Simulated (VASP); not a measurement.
OSZICAR of a VASP run on Mg (hcp):

**OSZICAR**
```
       N       E                     dE             d eps       ncg     rms          rms(c)
DAV:   1    -0.239053090927E+00   -0.23905E+00   -0.12699E+03   918   0.464E+02
DAV:   2    -0.293517052762E+01   -0.26961E+01   -0.24071E+01  1254   0.275E+01
DAV:   3    -0.295704480648E+01   -0.21874E-01   -0.21824E-01  1290   0.310E+00
DAV:   4    -0.295710747206E+01   -0.62666E-04   -0.62665E-04  1272   0.139E-01
DAV:   5    -0.295710767761E+01   -0.20554E-06   -0.20551E-06  1290   0.699E-03    0.934E-01
DAV:   6    -0.295485749098E+01    0.22502E-02   -0.10848E-03  1158   0.350E-01    0.602E-01
DAV:   7    -0.295324090623E+01    0.16166E-02   -0.38818E-03   990   0.715E-01    0.336E-02
DAV:   8    -0.295324306723E+01   -0.21610E-05   -0.11588E-05  1494   0.305E-02    0.150E-02
DAV:   9    -0.295324874793E+01   -0.56807E-05   -0.37909E-06  1074   0.190E-02    0.778E-04
DAV:  10    -0.295324873261E+01    0.15326E-07   -0.29751E-08   732   0.168E-03
   1 F= -.29532487E+01 E0= -.29529973E+01  d E =-.295325E+01
       N       E                     dE             d eps       ncg     rms          rms(c)
DAV:   1    -0.295608170819E+01   -0.28330E-02   -0.91016E-03  1224   0.581E-01    0.341E-02
DAV:   2    -0.295608447078E+01   -0.27626E-05   -0.34242E-05  1062   0.426E-02    0.222E-02
DAV:   3    -0.295608573915E+01   -0.12684E-05   -0.78930E-06  1170   0.292E-02    0.991E-04
DAV:   4    -0.295608551650E+01    0.22265E-06   -0.43759E-08   588   0.183E-03
   2 F= -.29560855E+01 E0= -.29560859E+01  d E =-.283678E-02
       N       E                     dE             d eps       ncg     rms          rms(c)
DAV:   1    -0.295676783571E+01   -0.68210E-03   -0.49391E-03  1218   0.431E-01    0.216E-02
DAV:   2    -0.295676986335E+01   -0.20276E-05   -0.18241E-05  1062   0.311E-02    0.140E-02
DAV:   3    -0.295677151598E+01   -0.16526E-05   -0.33531E-06  1170   0.202E-02    0.664E-04
DAV:   4    -0.295677133162E+01    0.18436E-06   -0.15683E-08   564   0.112E-03
   3 F= -.29567713E+01 E0= -.29569384E+01  d E =-.352260E-02
       N       E                     dE             d eps       ncg     rms          rms(c)
DAV:   1    -0.295708499096E+01   -0.31347E-03   -0.14559E-03  1254   0.210E-01    0.125E-02
DAV:   2    -0.295708488598E+01    0.10498E-06   -0.68337E-06  1038   0.207E-02
   4 F= -.29570849E+01 E0= -.29572937E+01  d E =-.313554E-03
       N       E                     dE             d eps       ncg     rms          rms(c)
DAV:   1    -0.295713940261E+01   -0.54412E-04   -0.88965E-04  1254   0.166E-01    0.119E-02
DAV:   2    -0.295713874883E+01    0.65378E-06   -0.42015E-06  1032   0.161E-02
   5 F= -.29571387E+01 E0= -.29573750E+01  d E =-.367417E-03
```

### Question
Which electronic solver shows in the log?

### Answer
It is blocked Davidson (ALGO = Normal, or the opening steps of other solvers). The INCAR had ALGO = Normal.

### Question
Can the final energy be trusted as converged?

### Answer
Self-consistency was reached. It stopped with EDIFF = 1E-6, NELM = 100, NSW = 60 and EDIFFG = -0.01 after 5 ionic steps (PW91 GGA, plane waves, VASP's PBE PAW potentials (set 64)).

The compound is Mg in the hcp structure. This run relaxes it. Symmetry was kept, so distortions that lower it aren't found.
